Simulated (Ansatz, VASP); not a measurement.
# FeSi2 (Linzhiite) in two plane-wave programs, part 2 of 2

One calculation is typed for both programs; each brings its own data sets. How far apart do they land? The cell is taken from a series of runs on this material, whose earlier steps may have relaxed, scaled, displaced or heated it; both programs get it as it stands.

VASP 6.6.1 and Ansatz 0.2.0.

So far: Set-up; VASP: zone-centre phonons, PBEsol.

## Step 3: Ansatz: zone-centre phonons, PBEsol

Level of this step: Ansatz beside VASP: Kohn-Sham DFT, plane waves, PBEsol (Ansatz).

Ansatz runs on its PAW soft_1 files.

The same cell, functional, mesh and smearing now go to Ansatz, which takes its cutoff from its data sets.

Contents of input.yaml:

```yaml
crystal:
  lattice:
    - [2.6758240265, 0.0, 0.0]
    - [0.0, 2.6758240265, 0.0]
    - [0.0, 0.0, 5.1069498364]
  atoms:
    - { symbol: Si, position: [0.5, 0.5, 0.2719751077] }
    - { symbol: Si, position: [0.5, 0.5, 0.7280248923] }
    - { symbol: Fe, position: [0.0, 0.0, 0.0] }
kpoints:
  mp_grid: { grid: [16, 16, 8] }
hamiltonian:
  xc: pbesol
  pseudopotentials: { kind: paw, azcp: { folder: soft_1 }, xc_functional: pbe }
scf:
  occupations: { method: methfessel_paxton, width: 0.2 }
output:
  eigenvalues: true
phonons:
  method: dfpt
```

Run with:

```console
$ ansatz run input.yaml --threads 4 --pin off --max-ram 10240MiB --backend cpu --events-out ev --progress --plain --runs-dir out
```

Numbers of over 12 decimals in the logs are rounded to 6 here.

The log of the run:

```text
zone centre: on kpoints.mp_grid the ground state, and the responses unless they are solved on pairs of k-points, stand on 405 of the mesh's 2048 k-points, reduced under 4 symmetry operations, with k and −k counted as one. Each operation leaves every solved displacement unchanged or reverses it
Engine: ansatz 0.2.0, aarch64-unknown-linux-gnu
Pseudopotentials: kind: paw
Pseudopotential: Si, paw, valence charge 4, recommended cutoff 420 eV (normal), soft_1/Si.paw.azcp
Pseudopotential: Fe, paw, valence charge 16, recommended cutoff 420 eV (normal), soft_1/Fe.paw.azcp
Functional definition: PBEsol
  exchange = pbesol_x
  correlation = pbesol_c
Crystal: 3 atoms, lattice volume = 36.566 Å³
Basis set: ecut = 420 eV, 733 PW (Γ), exchange–correlation on 36×36×72 points (8 copies of the dense FFT grid, shifted against one another)
Bands: 16, of which v1, the nominal top of the filled ones, is band 12 counted from 1 (11 counted from 0)
Symmetry: 16 space group operations
k-points: 405 of 2048 (irreducible under 4 space group operations, time reversal used)
Non-local potential: Si, projectors of the file, l = 0: 2, l = 1: 2, l = 2: 1
Non-local potential: Fe, projectors of the file, l = 0: 3, l = 1: 2, l = 2: 3, l = 3: 1
PAW form: soft (Blöchl's): semilocal exchange-correlation on the pseudo side does not see the compensation charge
PAW frozen core: Si, regenerated for the run's functional, and the local potential with it (the file was generated under x = pbe(κ = 0.804, μ = 0.219515), c = pbe(β = 0.066725))
PAW frozen core: Fe, regenerated for the run's functional, and the local potential with it (the file was generated under x = pbe(κ = 0.804, μ = 0.219515), c = pbe(β = 0.066725))
PAW one-centre angular grid: Si, 110 points (default); XC on 64 Gauss nodes
PAW one-centre angular grid: Fe, 590 points (default); XC on 64 Gauss nodes
Initial density: superposition of atomic densities (chi_scale 0.1, normalization cell, long waves kept (reshape's long-wave potential 0.00 eV rms))
Initial wavefunctions: pseudopotential atomic-orbital guess
Functional: x = pbesol(κ = 0.804, μ = 0.123457), c = pbesol(β = 0.046)
SCF iter   1: F=—  HF=-5695.030340 eV  |F-HF|=—  |Δ(HF+E_count)|=         —  Δρ=1.22e-1  dr2=1.20e1  ethr=3.10e-3  ⟨swp⟩=5.1  Hψ=34345  notcnv=0
preconditioner: auto → none  [metal: Δε(μ)=0.016 eV  Ē_g=8.091 eV  σ=0.200 eV  W_gap=0.07  n_scr=8 (ndim 8)  ℏωp=24.6 eV  f_vac=0.000  D(μ)=1.69/eV (n_scr^D=16)  sad-step TF]
SCF iter   2: F=—  HF=-5694.773895 eV  |F-HF|=—  |Δ(HF+E_count)|=   2.56e-1  S|Δr|=    0.00e0  Δρ=1.39e-1  dr2=1.25e1  ethr=3.10e-3  ⟨swp⟩=2.0  Hψ=11114  notcnv=0
SCF iter   3: F=—  HF=-5693.554987 eV  |F-HF|=—  |Δ(HF+E_count)|=    1.22e0  S|Δr|=    0.00e0  Δρ=5.83e-2  dr2=1.35e0  ethr=3.10e-3  ⟨swp⟩=3.1  Hψ=11950  notcnv=0
SCF iter   4: F=—  HF=-5693.402200 eV  |F-HF|=—  |Δ(HF+E_count)|=   1.53e-1  S|Δr|=    0.00e0  Δρ=1.21e-2  dr2=1.15e-1  ethr=3.10e-3  ⟨swp⟩=2.4  Hψ=12965  notcnv=0
SCF iter   5: F=—  HF=-5693.363984 eV  |F-HF|=—  |Δ(HF+E_count)|=   3.82e-2  S|Δr|=    0.00e0  Δρ=3.19e-3  dr2=2.07e-3  ethr=4.81e-4  ⟨swp⟩=2.0  Hψ=10747  notcnv=0
SCF iter   6: F=—  HF=-5693.363938 eV  |F-HF|=—  |Δ(HF+E_count)|=   4.61e-5  S|Δr|=    0.00e0  Δρ=5.89e-4  dr2=3.99e-5  ethr=8.64e-6  ⟨swp⟩=2.3  Hψ=9682  notcnv=0
SCF iter   7: F=—  HF=-5693.363925 eV  |F-HF|=—  |Δ(HF+E_count)|=   1.33e-5  S|Δr|=    0.00e0  Δρ=1.03e-4  dr2=2.28e-6  ethr=1.66e-7  ⟨swp⟩=2.1  Hψ=11074  notcnv=0
SCF iter   8: F=—  HF=-5693.363928 eV  |F-HF|=—  |Δ(HF+E_count)|=   2.85e-6  S|Δr|=    0.00e0  Δρ=1.75e-5  dr2=6.46e-8  ethr=9.51e-9  ⟨swp⟩=2.3  Hψ=9237  notcnv=0
SCF iter   9: F=—  HF=-5693.363928 eV  |F-HF|=—  |Δ(HF+E_count)|=   1.43e-8  S|Δr|=    0.00e0  Δρ=1.79e-6  dr2=3.70e-10  ethr=2.69e-10  ⟨swp⟩=2.4  Hψ=10257  notcnv=0
SCF iter  10: F=-5693.363928 eV  HF=-5693.363928 eV  |F-HF|=6.37e-12  |Δ(HF+E_count)|=  1.15e-10  S|Δr|=    0.00e0  Δρ=1.23e-7  dr2=4.00e-12  ethr=1.00e-12  ⟨swp⟩=4.3  Hψ=33588  notcnv=0
the search or the solves at the SCF's close seem to have found levels that the self-consistency loop had missed (the run counts 3). By its estimate they hold under 1e-12 electrons; where the run keeps them, the occupations were computed again with them
SCF 1 converged in 10 iterations: F = -5693.363928 eV  dr2 = 4.00e-12
  greatest PAW one-centre occupation: 1.000 electrons in one spin orbital (limit 2), on the Fe atom at site 2 (counted from 0), in its partial waves of l = 1
DFPT response loops at Γ: preconditioner auto → Kerker (q_TF=auto, 2.543 Å⁻¹) (partly filled bands, converged f_vac=0.000); β = 1.00, the filter's whole step (`scf.mixing.beta` (0.50) is not read by the response loops under this deck's `scf.mixing.preconditioner`; to damp them name `kerker` or `kerker_dos`, under which they read `scf.mixing.beta`, and type it under 1.00, their step now; both keys bind the ground state too); Broyden in place of MSR1
SCF converged after 10 iterations
Stability not checked: this state was not tested for a lower state beside it, because cold or Methfessel-Paxton smearing, or corrected tetrahedra, fill the levels in a way that the test cannot read (fill_not_monotonic; see scf.lower_state_search)
Free energy (F): -5693.363928 eV
Harris-Foulkes:  -5693.363928 eV  (|F-HF|=6.37e-12)
Internal energy: -5693.364937 eV  (E = F + TS)
E sigma→0 (E₀):  -5693.364180 eV
Entropy (-TS):   0.001009 eV (0.336 meV/atom)
Fermi energy:    14.392020 eV
Step filling:    the computed levels leave a gap of 0.0018 eV = 0.0 smearing widths at the electron count; against every level under it full and every level over it empty, smearing changes F+E_penalty+E_count by +0.797 meV and its σ→0 estimate by +0.545 meV
--- Per-component energies (eV) ---
  E_band       = -221.857028
  E_kinetic    = 427.067378
  E_local      = -3550.726228  (includes V_loc(G=0)·N_el)
  E_nonlocal   = 333.899757
  E_hartree    = 1570.921827
  E_xc         = -227.731927
  E_vxc        = -245.367017  (∫ρ·V_xc dr)
  E_paw        = -2346.378450  (= ΣΔE_a)
  E_vpaw       = -328.573868  (= ΣTr[D̂ρ^β])
  E_aug_tail   = -0.000803  (compensation charges beyond the density's cutoff)
  E_ewald      = -1900.658814
  E_core_change = 0.242323  (= ΣΔE_core)
  E_smearing   = 0.001009  (= −TS)
  E_closure    = 0.000000  (closes the sum)
  Σ components = -5693.363928   (vs F -5693.363928, Δ=0.00e0)
--- Band table (eV; the first three rows and the last of 405) ---
  k-point 0: bands = [... 8 lower, 12.6929, 12.8616, 12.8616, 13.7610, 18.9696, 18.9696, 20.9073, 21.5261]
  k-point 1: bands = [... 8 lower, 12.6545, 12.8547, 12.8547, 13.7611, 19.0714, 19.0714, 19.9083, 21.3379]
  k-point 2: bands = [... 8 lower, 12.5158, 12.8383, 12.8383, 13.7613, 18.4737, 19.3651, 19.3651, 21.0279]
  k-point 404: bands = [... 8 lower, 11.0717, 11.0717, 12.5583, 14.5745, 14.7468, 14.7468, 15.4899, 17.3123]
--- Phonons (Γ-DFPT): 4 representative perturbations + reference, on 405 of 2048 k-points (Σ response iterations 14) ---
  k mesh reduced under 4 symmetry operations, with k and −k counted as one. Each operation leaves every solved displacement unchanged or reverses it
  ASR residual: 7.313e-5 → 0.000e0 eV/Å²; symmetrization residual: 1.043e-6 eV/Å²
  ASR residual per site (eV/Å²): 5.44e-5 5.44e-5 7.31e-5
  Γ frequencies (cm⁻¹): 0.00 0.00 0.00 228.02 228.02 290.46 290.46 362.21 560.37
  non-analytic LO–TO correction: not included (Born effective charges unavailable; polar crystals: no LO–TO splitting at Γ)
```

In the SCF lines HF is the Harris–Foulkes energy and dr2 the Hartree energy of the density residual, in eV; the loop may stop once dr2 is under the threshold and the program's other checks hold. Hψ counts applications of the Hamiltonian.

## Step 4: Comparison

Known differences besides the potentials themselves: the data sets hold 24 valence electrons in Ansatz (on its PAW soft_1 files) and 16 in VASP; the cutoff is 420 eV in Ansatz and 600 eV in VASP; Ansatz makes its cores anew for this functional, VASP keeps those of its PBE data sets. Total energies have different zeros and are not compared.

Both answers:

```tsv
quantity	Ansatz	VASP	difference
optical mode 1 to 2 (cm⁻¹)	228.0	229.8	-0.78 %
optical mode 3 to 4 (cm⁻¹)	290.5	295.2	-1.60 %
optical mode 5 (cm⁻¹)	362.2	365.9	-1.00 %
optical mode 6 (cm⁻¹)	560.4	561.2	-0.14 %
```

Modes are paired by rising frequency, not by their patterns, so a pair may set unlike modes beside each other; they are those without the splitting of longitudinal modes.

## Step 5: Results

* r.m.s. difference of the optical zone-centre modes, each program's sorted by frequency (zone-centre phonons, PBEsol): 3.3 cm⁻¹
* difference in optical mode 3 to 4 (zone-centre phonons, PBEsol): -1.6 %

The r.m.s. difference of the optical zone-centre modes, each program's sorted by frequency is 3.3 cm⁻¹ (zone-centre phonons, PBEsol). The data sets hold unlike numbers of valence electrons (24 in Ansatz and 16 in VASP), so part of the differences comes from the potentials. Among the rows given in per cent, the largest difference of the zone-centre phonons, PBEsol pair is in optical mode 3 to 4, -1.6 %. Such differences can come from data sets, numerical settings and the points named under the comparisons, not from the functional's error against experiment.

[Lines on the potential files, build, host, timing and source positions are cut from VASP's logs without a mark.]

[Logs are printed without paths, hosts, clocks, repeated set-up lines and the standing remarks that a program may print on its own settings, such as how far it seeks lower states.]

[Hosts, paths, dates, database ids (printed as entryN), source tags and the programs' standing remarks are cut or masked in the printed files.]
